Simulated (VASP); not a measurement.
Here is the system:

```
CELL_PARAMETERS angstrom
     -1.68300     1.68300     1.68300
      1.68300    -1.68300     1.68300
      1.68300     1.68300    -1.68300
ATOMIC_POSITIONS crystal
  Ta 0.00000 0.00000 0.00000
```

Calculation: PBE GGA, VASP's PBE PAW potentials (set 64) (plane waves; VASP). Settings: 400 eV cut-off, 11×11×11 Γ-centred mesh, first-order Methfessel-Paxton smearing of 0.10 eV, potentials Ta_pv.

Question: Give the stress tensor in GPa (positive for a compressed cell).

Answer: 
```
-8.06   0.00   0.00
 0.00  -8.06   0.00
 0.00   0.00  -8.06
```
The pressure is its mean diagonal, -8.06 GPa.

The compound is Ta in the bcc structure. The cell was not relaxed at this level.
